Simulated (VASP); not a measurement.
Input:

```xyz
8
Lattice="6.0150 0.0000 0.0000 0.0000 6.0150 0.0000 0.0000 0.0000 6.0150" Properties=species:S:1:pos:R:3 pbc="T T T"
Zn     0.0000     0.0000     0.0000
Se     1.4217     1.4217     1.4217
Se     4.5933     4.5933     1.4217
Se     4.5933     1.4217     4.5933
Se     1.4217     4.5933     4.5933
Hg     3.0075     3.0075     0.0000
Hg     3.0075     0.0000     3.0075
Hg     0.0000     3.0075     3.0075
```

Level of theory: PBEsol GGA, VASP's PBE PAW potentials (set 64) (plane waves; VASP). Numerical set-up: 400 eV cut-off, Gaussian smearing of 0.050 eV, potentials Zn Se Hg.

Problem. Give the energies of bands 28 to 41 at the high-symmetry points, in eV from the Fermi level.

Solution. 
```
band      Γ      X      M      R
----  -----  -----  -----  -----
28    -2.26  -2.82  -3.96  -5.06
29    -2.26  -2.65  -2.44  -1.16
30    -2.26  -2.65  -2.44  -1.16
31    -2.08  -2.50  -2.27  -1.16
32    -2.08  -2.23  -2.21  -0.79
33    -2.08  -1.31  -1.03  -0.79
34    -0.53  -1.31  -1.03  -0.79
35     0.00  -0.99  -1.02  -0.63
36     0.00  -0.99  -0.46  -0.63
37     0.00   2.35   2.29   1.17
38     2.45   2.56   2.76   1.17
39     2.45   3.57   2.76   1.17
40     3.02   3.70   3.59   1.96
41     3.02   3.75   5.33   5.96
```

It has no gap at this level: it comes out as a metal or semimetal.

The structure was generated: Hg3ZnSe4 was put into an ordered model structure (P-43m), which need not be its known phase. It was relaxed first.
